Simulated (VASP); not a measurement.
Method: revTPSS meta-GGA, VASP's PBE PAW potentials (set 64) (plane waves; VASP 6.6.1).

VASP ran on this input.

### KPOINTS
```
Automatic mesh
0
Gamma
12 12 7
0 0 0
```

**POSCAR**
```
Tb
1.0
  1.7907855561  -3.1017311221   0.0000000000
  1.7907855561   3.1017311221   0.0000000000
  0.0000000000   0.0000000000   5.5815865258
Tb
2
Cart
  1.7907855561   1.0339124419   1.3953966314
  1.7907855561  -1.0339124419   4.1861898943
```

**INCAR**
```
ALGO  =  Normal
EDIFF  =  1E-7
EDIFFG  =  -0.01
ENCUT  =  520
IBRION  =  2
ISIF  =  4
ISMEAR  =  1
LASPH  =  .TRUE.
LCHARG  =  .FALSE.
LMAXMIX  =  6
LMIXTAU  =  .TRUE.
LREAL  =  .FALSE.
LWAVE  =  .FALSE.
METAGGA  =  RTPSS
NELM  =  100
NSW  =  30
PREC  =  Accurate
SIGMA  =  0.1
SYSTEM  =  Tb
```

POTCAR, in this order: Tb_3 (PBE.64 set). Program: vasp_std.

The run wrote:

### OUTCAR
```
 ion  position               nearest neighbor table
   1  0.333  0.667  0.250-   2 3.47   2 3.47   2 3.47   2 3.47   2 3.47   2 3.47
   2  0.667  0.333  0.750-   1 3.47   1 3.47   1 3.47   1 3.47   1 3.47   1 3.47
  LATTYP: Found a hexagonal cell.
 ALAT       =     3.5815707255
 C/A-ratio  =     1.5584186251
 Subroutine PRICEL returns:
 Original cell was already a primitive cell.
 Subroutine GETGRP returns: Found 24 space group operations
The static configuration has the point symmetry D_3d.
 The point group associated with its full space group is D_6h.
The dynamic configuration has the point symmetry D_3d.
 Subroutine INISYM returns: Found 24 space group operations
 Subroutine IBZKPT returns following result:
 Found     76 irreducible k-points:

 Following reciprocal coordinates:
            Coordinates               Weight
  0.000000  0.000000  0.000000      1.000000
  0.083333  0.000000  0.000000      6.000000
  0.166667  0.000000  0.000000      6.000000
  0.250000  0.000000  0.000000      6.000000
  0.333333  0.000000  0.000000      6.000000
  0.416667  0.000000  0.000000      6.000000
  0.500000  0.000000  0.000000      3.000000
  0.083333  0.083333  0.000000      6.000000
  0.166667  0.083333  0.000000     12.000000
  0.250000  0.083333  0.000000     12.000000
  0.333333  0.083333  0.000000     12.000000
  0.416667  0.083333  0.000000     12.000000
  0.166667  0.166667  0.000000      6.000000
  0.250000  0.166667  0.000000     12.000000
  0.333333  0.166667  0.000000     12.000000
  0.416667  0.166667  0.000000      6.000000
  0.250000  0.250000  0.000000      6.000000
  0.333333  0.250000  0.000000     12.000000
  0.333333  0.333333  0.000000      2.000000
  0.000000  0.000000  0.142857      2.000000
  0.083333  0.000000  0.142857     12.000000
  0.166667  0.000000  0.142857     12.000000
  0.250000  0.000000  0.142857     12.000000
  0.333333  0.000000  0.142857     12.000000
  0.416667  0.000000  0.142857     12.000000
  0.500000  0.000000  0.142857      6.000000
  0.083333  0.083333  0.142857     12.000000
  0.166667  0.083333  0.142857     24.000000
  0.250000  0.083333  0.142857     24.000000
  0.333333  0.083333  0.142857     24.000000
  0.416667  0.083333  0.142857     24.000000
  0.166667  0.166667  0.142857     12.000000
  0.250000  0.166667  0.142857     24.000000
  0.333333  0.166667  0.142857     24.000000
  0.416667  0.166667  0.142857     12.000000
  0.250000  0.250000  0.142857     12.000000
  0.333333  0.250000  0.142857     24.000000
  0.333333  0.333333  0.142857      4.000000
  0.000000  0.000000  0.285714      2.000000
  0.083333  0.000000  0.285714     12.000000
   k-points           NKPTS =     76   k-points in BZ     NKDIM =     76   number of bands    NBANDS=     13
   number of dos      NEDOS =    301   number of ions     NIONS =      2
   total plane-waves  NPLWV =  32928
   dimension x,y,z NGX =    28 NGY =   28 NGZ =   42
   dimension x,y,z NGXF=    56 NGYF=   56 NGZF=   84
   ions per type =               2
   PREC   = accura    normal or accurate (medium, high low for compatibility)
   ISTART =      0    job   : 0-new  1-cont  2-samecut
   ICHARG =      2    charge: 1-file 2-atom 10-const
   ISPIN  =      1    spin polarized calculation?
   LNONCOLLINEAR =      F non collinear calculations
   LSORBIT =      F    spin-orbit coupling
   INIWAV =      1    electr: 0-lowe 1-rand  2-diag
   ENCUT  =  520.0 eV  38.22 Ry    6.18 a.u.   6.66  6.66 10.38*2*pi/ulx,y,z
   NELM   =    100;   NELMIN=  2; NELMDL= -5     # of ELM steps
   EDIFF  = 0.1E-06   stopping-criterion for ELM
   LREAL  =      F    real-space projection
...
```

**OSZICAR**
```
       N       E                     dE             d eps       ncg     rms          rms(c)
DAV:   1     0.127580066826E+03    0.12758E+03   -0.10738E+04  1976   0.154E+03
DAV:   2     0.643363049098E+02   -0.63244E+02   -0.61936E+02  2066   0.334E+02
DAV:   3     0.610522342998E+02   -0.32841E+01   -0.31642E+01  2791   0.435E+01
DAV:   4     0.609575342833E+02   -0.94700E-01   -0.91518E-01  2665   0.726E+00
DAV:   5     0.609543920489E+02   -0.31422E-02   -0.31384E-02  2983   0.109E+00    0.289E+01
DAV:   6     0.529235187415E+02   -0.80309E+01   -0.45365E+01  1976   0.816E+02    0.159E+01
DAV:   7     0.537075090678E+02    0.78399E+00   -0.17409E+00  3352   0.451E+01    0.373E-01
DAV:   8     0.530612480887E+02   -0.64626E+00   -0.65538E-01  1996   0.113E+01    0.341E-01
DAV:   9     0.540128381889E+02    0.95159E+00   -0.29208E+02  1976   0.604E+03    0.244E-01
DAV:  10     0.529875703014E+02   -0.10253E+01   -0.53630E-01  1976   0.970E+00    0.447E-01
DAV:  11     0.529862232191E+02   -0.13471E-02   -0.22046E-03  2571   0.381E-01    0.138E-01
DAV:  12     0.529840092709E+02   -0.22139E-02   -0.27477E-04  2251   0.140E-01    0.490E-02
DAV:  13     0.529829043447E+02   -0.11049E-02   -0.32393E-04  2091   0.251E-01    0.343E-02
DAV:  14     0.529826599830E+02   -0.24436E-03   -0.46291E-05  2231   0.817E-02    0.171E-02
DAV:  15     0.529826919537E+02    0.31971E-04   -0.76249E-06  2226   0.321E-02    0.124E-02
DAV:  16     0.529826610150E+02   -0.30939E-04   -0.34171E-06  2126   0.210E-02    0.173E-02
DAV:  17     0.529826568109E+02   -0.42041E-05   -0.23310E-06  2236   0.125E-02    0.351E-03
DAV:  18     0.529826565784E+02   -0.23247E-06   -0.12710E-07  1961   0.284E-03    0.463E-03
DAV:  19     0.529826564874E+02   -0.90974E-07   -0.77153E-09  1213   0.104E-03
   1 F= 0.52982656E+02 E0= 0.52982727E+02  d E =0.529827E+02
       N       E                     dE             d eps       ncg     rms          rms(c)
DAV:   1     0.529814047439E+02   -0.12518E-02   -0.48979E-02  1986   0.165E+00    0.139E-01
DAV:   2     0.529820824331E+02    0.67769E-03   -0.82680E-04  2326   0.253E-01    0.852E-02
DAV:   3     0.529822499457E+02    0.16751E-03   -0.41703E-04  2306   0.152E-01    0.548E-02
DAV:   4     0.529823015273E+02    0.51582E-04   -0.68594E-05  2146   0.774E-02    0.892E-03
DAV:   5     0.529822534881E+02   -0.48039E-04   -0.45438E-05  2006   0.691E-02    0.122E-02
DAV:   6     0.529822505300E+02   -0.29581E-05   -0.34620E-06  2186   0.153E-02    0.940E-04
DAV:   7     0.529822501098E+02   -0.42021E-06   -0.79892E-07  2341   0.673E-03    0.141E-03
DAV:   8     0.529822499663E+02   -0.14342E-06   -0.12235E-07  1552   0.304E-03    0.656E-04
DAV:   9     0.529822499664E+02    0.22965E-10   -0.20032E-08  1033   0.136E-03
   2 F= 0.52982250E+02 E0= 0.52982446E+02  d E =-.406521E-03
       N       E                     dE             d eps       ncg     rms          rms(c)
DAV:   1     0.529815536801E+02   -0.69629E-03   -0.34537E-02  1986   0.138E+00    0.117E-01
DAV:   2     0.529820360967E+02    0.48242E-03   -0.58604E-04  2321   0.213E-01    0.729E-02
DAV:   3     0.529821541897E+02    0.11809E-03   -0.29191E-04  2316   0.127E-01    0.478E-02
DAV:   4     0.529821913415E+02    0.37152E-04   -0.47954E-05  2141   0.648E-02    0.734E-03
DAV:   5     0.529821569864E+02   -0.34355E-04   -0.32287E-05  1996   0.581E-02    0.104E-02
DAV:   6     0.529821549240E+02   -0.20625E-05   -0.23443E-06  2191   0.126E-02    0.767E-04
DAV:   7     0.529821546612E+02   -0.26280E-06   -0.54628E-07  2336   0.554E-03    0.130E-03
DAV:   8     0.529821545635E+02   -0.97689E-07   -0.87871E-08  1175   0.253E-03
   3 F= 0.52982155E+02 E0= 0.52982466E+02  d E =-.501924E-03
```

### OUTCAR
```
------------------------ aborting loop because EDIFF is reached ----------------------------------------
  FORCE on cell =-STRESS in cart. coord.  units (eV):
  Direction    XX          YY          ZZ          XY          YZ          ZX
  --------------------------------------------------------------------------------------
  Total       -0.0349415     -0.0349415     -0.0408095      0.0000000      0.0000000      0.0000000
  in kB       -0.9028517     -0.9028514     -1.0544750      0.0000000      0.0000000      0.0000000
  external PRESSURE =      -0.9533927 kB  Pullay stress =       0.0000000 kB
  volume of cell :       62.01
      direct lattice vectors                 reciprocal lattice vectors
     1.785805479 -3.093105380 -0.000000000     0.279985702 -0.161649843 -0.000000000
     1.785805479  3.093105380  0.000000000     0.279985702  0.161649843  0.000000000
     0.000000000 -0.000000000  5.612760678     0.000000000 -0.000000000  0.178165444
 POSITION                                       TOTAL-FORCE (eV/Angst)
 -----------------------------------------------------------------------------------
      1.78581      1.03104      1.40319        -0.000000      0.000000      0.000000
      1.78581     -1.03104      4.20957         0.000000     -0.000000      0.000000
 -----------------------------------------------------------------------------------
    total drift:                               -0.000004      0.000108     -0.000011
  FREE ENERGIE OF THE ION-ELECTRON SYSTEM (eV)
  ---------------------------------------------------
  free  energy   TOTEN  =        52.9821545635 eV

  energy  without entropy=       52.9830875900  energy(sigma->0) =       52.98246557

 reached required accuracy - stopping structural energy minimisation
```
(Selected blocks of OUTCAR.)

### CONTCAR
```
Tb
   1.00000000000000
     1.7858054785056070   -3.0931053796908339   -0.0000000000000000
     1.7858054785056070    3.0931053796908339    0.0000000000000000
     0.0000000000000000   -0.0000000000000000    5.6127606784368496
  Tb
     2
Direct
     0.3333330000000032    0.6666669999999968    0.2500000000000000
     0.6666669999999968    0.3333330000000032    0.7500000000000000
```

The 4f electrons are frozen in the core of the lanthanide potential, so 4f levels, which can set the real gap, and their magnetism are missing.

The compound is Tb in the hcp structure. This run relaxes it. Symmetry was kept, so distortions that lower it aren't found.
